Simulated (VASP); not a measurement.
Input for VASP

### INCAR
```
LASPH = .TRUE.   # aspherical one-centre terms
PREC = Accurate
ISIF = 2   # forces and stress, cell fixed
SIGMA = 0.05   # width (eV)
ALGO = Normal
LCHARG = .FALSE.
LREAL = .FALSE.   # projection in real space or not
LMAXMIX = 4   # l cut-off of mixed one-centre charges
GGA = PE   # PBE
IVDW = 11
ENCUT = 520
ISMEAR = 0   # Gaussian
SYSTEM = BaF2
NELM = 100   # most electronic steps
LWAVE = .FALSE.
EDIFF = 1E-7   # SCF stop (eV)
```

File KPOINTS:
```
Automatic mesh
0
G
6 6 6
0 0 0
```

### POSCAR
```
BaF2
1
    0.0000000000     3.0954371317     3.0954371317
    3.0954371317     0.0000000000     3.0954371317
    3.0954371317     3.0954371317     0.0000000000
Ba F
1 2
Direct
  0.0000000000   0.0000000000   0.0000000000
  0.2500000000   0.2500000000   0.2500000000
  0.7500000000   0.7500000000   0.7500000000
```

POTCAR, in this order: Ba_sv F (PBE.64 set). Program: vasp_std.

**Question.** Translate this PBE-D3 (zero damping) calculation to Quantum ESPRESSO's pw.x.

**Answer.** One equivalent input (not run):
```
&CONTROL
  calculation = 'scf'
  pseudo_dir = './pseudo'
  outdir = './out'
  tprnfor = .true.
  tstress = .true.
/
&SYSTEM
  ibrav = 0
  nat = 3
  ntyp = 2
  ecutwfc = 84
  occupations = 'smearing'
  smearing = 'gaussian'
  degauss = 0.003675
  input_dft = 'pbe'
  vdw_corr = 'grimme-d3'
  dftd3_version = 3
  dftd3_threebody = .false.
/
&ELECTRONS
  conv_thr = 7.3e-09
  electron_maxstep = 100
/
ATOMIC_SPECIES
  Ba 137.327 Ba.upf
  F 18.998 F.upf
CELL_PARAMETERS angstrom
     0.0000000    3.0954371    3.0954371
     3.0954371    0.0000000    3.0954371
     3.0954371    3.0954371    0.0000000
ATOMIC_POSITIONS crystal
  Ba   0.0000000  0.0000000  0.0000000
  F    0.2500000  0.2500000  0.2500000
  F    0.7500000  0.7500000  0.7500000
K_POINTS automatic
  6 6 6 0 0 0
```
Limits of the translation: the potentials are each code's own (VASP's PAW set, PseudoDojo norm-conserving files in pw.x), so ENCUT and ecutwfc are chosen apart and not converted; conv_thr bounds pw.x's estimated SCF error, while EDIFF bounds the energy change between steps.

The compound is BaF2 in the fluorite structure. This cell is one point of a volume scan, at 0.97 of the reference volume.
